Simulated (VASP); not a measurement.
# SiNH₂Cl: harmonic vibrations of a molecule

SiNH₂Cl, molecule in box, 5 atoms in the cell. PBE, harmonic vibrations; PAW potentials N, Si, Cl, H (PBE set).

## Input

INCAR.step1:
```
SYSTEM = SiH2NCl
PREC     = Accurate       ! precision mode
ENCUT    = 400            ! plane-wave cutoff, eV
EDIFF    = 1E-8           ! SCF threshold, eV
ISMEAR   = 0              ! smearing method
SIGMA    = 0.01           ! smearing width, eV
ISYM     = 0            
LREAL    = .False.        ! projectors in reciprocal space
LASPH    = .True.         ! aspherical terms in the spheres
NELM     = 100            ! most SCF steps
ALGO     = Normal         ! electronic algorithm
LWAVE    = .False.        ! write WAVECAR
LCHARG   = .False.        ! write CHGCAR
IBRION   = 2              ! ionic algorithm
NSW      = 60             ! ionic steps
ISIF     = 2              ! what is computed and relaxed
EDIFFG   = -0.002         ! ionic threshold
POTIM    = 0.5            ! step
```

INCAR.step2, as INCAR.step1 but for:
```
- IBRION = 2
- NSW = 60
- ISIF = 2
- EDIFFG = -0.002
- POTIM = 0.5
+ IBRION = 5
+ NFREE = 2
+ POTIM = 0.015
+ NSW = 1
```

KPOINTS:
```
k-points
0
Gamma
  1 1 1
```

POSCAR.step1:
```
SiH2NCl
1.0
   11.0000000000      0.0000000000      0.0000000000
    0.0000000000     13.0000000000      0.0000000000
    0.0000000000      0.0000000000     12.0000000000
N Si Cl H
1 1 1 2
Direct
    0.4797227300      0.5690269200      0.4815666700
    0.4826318200      0.4978576900      0.6004416700
    0.5521954500      0.3607269200      0.5325000000
    0.4501681800      0.6425038500      0.4821083300
    0.5057954500      0.5449653800      0.4052250000
```

Commands (each step's output is kept before the next begins):
```
cat potpaw_PBE.64/N/POTCAR potpaw_PBE.64/Si/POTCAR potpaw_PBE.64/Cl/POTCAR potpaw_PBE.64/H/POTCAR > POTCAR
cp INCAR.step1 INCAR
cp POSCAR.step1 POSCAR
mpirun -np 4 vasp_gam > vasp.out
cp CONTCAR POSCAR
cp INCAR.step2 INCAR
mpirun -np 4 vasp_gam > vasp.out
```

## Result

- Vibrations (cm⁻¹; a negative value is imaginary): 3560, 3451, 1511, 834, 731, 513, 494, 454, 246
- Zero-point energy (eV): 0.731
- Translations and rotations, which should read zero (cm⁻¹): -9, -7, -3, 1, 5, 15
- Vibrational entropy at 298 K (meV/K): 0.187
- Displaced cells: 30
- Ionic steps, all stages: 61
- Electronic steps, all stages: 946

VASP 6.6.1 took 1089 s on 4 cores (Intel Xeon Platinum 8259CL @ 2.50GHz (Skylake/Cascade Lake)), a shared host.
